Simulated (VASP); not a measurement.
Ta:

```
Ta
1.0
    -1.64000    1.64000    1.64000
     1.64000   -1.64000    1.64000
     1.64000    1.64000   -1.64000
Ta
1
Direct
  0.00000 0.00000 0.00000
```

The cell was built by a generator and needn't be a form met in nature.

- Program: VASP 6.6.1
- Task: relaxation of cell and atoms
- Functional: LDA
- Potentials or basis: VASP PAW LDA potentials, release 64 (Ta_pv)
- Cutoff: 600 eV
- k mesh: 18 × 18 × 18
- Occupations: methfessel-paxton, width 0.1 eV
- Spin: no spin polarisation

At the start: pressure -4.5 GPa; volume 17.64 Å³/atom.

**Question.** How do energy, volume and symmetry change on relaxing?

**Answer.** Over 4 steps the energy falls by 5.2 meV/atom and the volume is 17.28 Å³/atom (-2.1 %); space group Im-3m (No. 229, to 0.05 Å).

Step by step:
| step | energy change (eV) | largest force (eV/Å) | pressure (GPa) | volume (Å³) |
| --- | --- | --- | --- | --- |
| 1 | 0.0000 | 0.0000 | -4.47 | 17.64 |
| 2 | 0.0277 | 0.0000 | 12.62 | 16.42 |
| 3 | -0.0052 | 0.0000 | -0.12 | 17.29 |
| 4 | -0.0052 | 0.0000 | -0.01 | 17.28 |

Final structure:
```cif
data_structure
_symmetry_space_group_name_H-M 'P 1'
_symmetry_Int_Tables_number 1
_cell_length_a 2.8209
_cell_length_b 2.8209
_cell_length_c 2.8209
_cell_angle_alpha 109.471
_cell_angle_beta 109.471
_cell_angle_gamma 109.471
_cell_volume 17.28
loop_
_atom_site_label
_atom_site_type_symbol
_atom_site_fract_x
_atom_site_fract_y
_atom_site_fract_z
_atom_site_occupancy
Ta1 Ta 0.00000 0.00000 0.00000 1
```
